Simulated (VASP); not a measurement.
Computed with PBE GGA, VASP's PBE PAW potentials (set 64) (plane waves; VASP 6.6.1).

VASP input:

**POSCAR**
```
PtB
1
    3.2218644947     0.0000000000     0.0000000000
   -1.6109322474     2.7902166556    -0.0000000000
   -0.0000000000     0.0000000000     5.2591904849
Pt B
2 2
Direct
  0.0000000000   0.0000000000   1.0000000000
  1.0000000000   0.0000000000   0.5000000000
  0.3333330000   0.6666670000   0.2500000000
  0.6666670000   0.3333330000   0.7500000000
```

INCAR:
```
SYSTEM = PtB
PREC = Accurate
ENCUT = 520
EDIFF = 1E-6
NELM = 100
ALGO = Normal
LREAL = .FALSE.
LASPH = .TRUE.
ISMEAR = 1
SIGMA = 0.1
GGA = PE
LMAXMIX = 6
LWAVE = .FALSE.
LCHARG = .FALSE.
IBRION = 2
ISIF = 3
NSW = 60
EDIFFG = -0.02
```

**KPOINTS**
```
Automatic mesh
0
Gamma
10 10 5
0 0 0
```

POTCAR, in this order: Pt B (PBE.64 set). Program: vasp_std.

What VASP printed:

### OUTCAR
```
 ion  position               nearest neighbor table
   1  0.000  0.000  0.000-   3 2.28   4 2.28   4 2.28   3 2.28   4 2.28   3 2.28   2 2.63   2 2.63
  LATTYP: Found a hexagonal cell.
 ALAT       =     3.2218644947
 C/A-ratio  =     1.6323437853
 Subroutine PRICEL returns:
 Original cell was already a primitive cell.
 Subroutine GETGRP returns: Found 24 space group operations
The static configuration has the point symmetry D_3d.
 The point group associated with its full space group is D_6h.
The dynamic configuration has the point symmetry D_3d.
 Subroutine INISYM returns: Found 24 space group operations
 Subroutine IBZKPT returns following result:
 Found     42 irreducible k-points:

 Following reciprocal coordinates:
            Coordinates               Weight
  0.000000  0.000000  0.000000      1.000000
  0.100000 -0.000000  0.000000      6.000000
  0.200000 -0.000000  0.000000      6.000000
  0.300000 -0.000000  0.000000      6.000000
  0.400000 -0.000000  0.000000      6.000000
  0.500000  0.000000  0.000000      3.000000
  0.100000  0.100000  0.000000      6.000000
  0.200000  0.100000  0.000000     12.000000
...
```

**OSZICAR**
```
       N       E                     dE             d eps       ncg     rms          rms(c)
DAV:   1     0.126385595008E+03    0.12639E+03   -0.13122E+04  1444   0.143E+03
DAV:   2    -0.233026756669E+02   -0.14969E+03   -0.14707E+03  1774   0.284E+02
DAV:   3    -0.280617195922E+02   -0.47590E+01   -0.46299E+01  1677   0.474E+01
DAV:   4    -0.281178707662E+02   -0.56151E-01   -0.56107E-01  1839   0.521E+00
DAV:   5    -0.281182713196E+02   -0.40055E-03   -0.40040E-03  1794   0.462E-01    0.238E+01
DAV:   6    -0.256406398587E+02    0.24776E+01   -0.17068E+01  1551   0.318E+01    0.892E+00
DAV:   7    -0.254451601799E+02    0.19548E+00   -0.12551E+00  1552   0.101E+01    0.562E+00
DAV:   8    -0.254143122544E+02    0.30848E-01   -0.52257E-02  1736   0.169E+00    0.822E-01
DAV:   9    -0.254101228497E+02    0.41894E-02   -0.13483E-02  1674   0.958E-01    0.141E-01
DAV:  10    -0.254101773879E+02   -0.54538E-04   -0.82214E-04  1696   0.200E-01    0.595E-02
DAV:  11    -0.254101712266E+02    0.61613E-05   -0.10112E-05  1798   0.245E-02    0.938E-03
DAV:  12    -0.254101706562E+02    0.57044E-06   -0.32001E-06  1557   0.122E-02
   1 F= -.25410171E+02 E0= -.25410329E+02  d E =-.254102E+02
       N       E                     dE             d eps       ncg     rms          rms(c)
DAV:   1    -0.254120368724E+02   -0.18656E-02   -0.36207E-02  1449   0.172E+00    0.283E-01
DAV:   2    -0.254102972993E+02    0.17396E-02   -0.77948E-03  1548   0.785E-01    0.929E-02
DAV:   3    -0.254102199721E+02    0.77327E-04   -0.23308E-04  1564   0.131E-01    0.532E-02
DAV:   4    -0.254102031777E+02    0.16794E-04   -0.15921E-04  1537   0.722E-02    0.138E-02
DAV:   5    -0.254102011048E+02    0.20728E-05   -0.78276E-06  1597   0.219E-02    0.931E-03
DAV:   6    -0.254102016092E+02   -0.50441E-06   -0.11911E-06   792   0.830E-03
   2 F= -.25410202E+02 E0= -.25410387E+02  d E =-.309531E-04
       N       E                     dE             d eps       ncg     rms          rms(c)
DAV:   1    -0.254105894610E+02   -0.38836E-03   -0.66428E-03  1446   0.734E-01    0.121E-01
DAV:   2    -0.254102699888E+02    0.31947E-03   -0.14283E-03  1533   0.337E-01    0.400E-02
DAV:   3    -0.254102541216E+02    0.15867E-04   -0.42109E-05  1544   0.558E-02    0.229E-02
DAV:   4    -0.254102481961E+02    0.59256E-05   -0.29070E-05  1542   0.309E-02    0.588E-03
DAV:   5    -0.254102478899E+02    0.30616E-06   -0.13049E-06   930   0.924E-03
   3 F= -.25410248E+02 E0= -.25410422E+02  d E =-.772337E-04
```

File OUTCAR:
```
------------------------ aborting loop because EDIFF is reached ----------------------------------------
  FORCE on cell =-STRESS in cart. coord.  units (eV):
  Direction    XX          YY          ZZ          XY          YZ          ZX
  --------------------------------------------------------------------------------------
  Total        0.0036973      0.0036973      0.0518241     -0.0000000      0.0000000      0.0000000
  in kB        0.1254677      0.1254677      1.7586599     -0.0000000      0.0000000      0.0000000
  external PRESSURE =       0.6698651 kB  Pullay stress =       0.0000000 kB
  volume of cell :       47.21
      direct lattice vectors                 reciprocal lattice vectors
     3.219537133  0.000000000  0.000000000     0.310603655  0.179327094  0.000000000
    -1.609768567  2.788201101 -0.000000000    -0.000000000  0.358654187  0.000000000
     0.000000000 -0.000000000  5.259481395    -0.000000000  0.000000000  0.190132814
 POSITION                                       TOTAL-FORCE (eV/Angst)
 -----------------------------------------------------------------------------------
     -1.60977      2.78820     -0.00000        -0.000000     -0.000000     -0.000000
     -1.60977      2.78820      2.62974        -0.000000      0.000000     -0.000000
     -0.00000      1.85880      1.31487        -0.000000      0.000000     -0.000000
      1.60977      0.92940      3.94461         0.000000     -0.000000      0.000000
 -----------------------------------------------------------------------------------
    total drift:                               -0.000000      0.000000     -0.000000
  FREE ENERGIE OF THE ION-ELECTRON SYSTEM (eV)
  ---------------------------------------------------
  free  energy   TOTEN  =       -25.4102478899 eV

  energy  without entropy=      -25.4107697614  energy(sigma->0) =      -25.41042185

 reached required accuracy - stopping structural energy minimisation
```
(Selected blocks of OUTCAR.)

CONTCAR:
```
PtB
   1.00000000000000
     3.2195371329388589    0.0000000000000417    0.0000000000000000
    -1.6097685665193573    2.7882011008537506   -0.0000000000000000
     0.0000000000000000   -0.0000000000000000    5.2594813945619645
  Pt              B
     2     2
Direct
     0.0000000000000000    1.0000000000000000    0.0000000000000000
     0.0000000000000000    1.0000000000000000    0.5000000000000000
     0.3333330000000032    0.6666669999999968    0.2500000000000000
     0.6666669999999968    0.3333330000000032    0.7500000000000000
```

The structure was generated: PtB was put into the NiAs type type (P6_3/mmc), which need not be its known phase. This run relaxes it. Symmetry was kept, so distortions that lower it aren't found. The start is the result of an earlier pass.
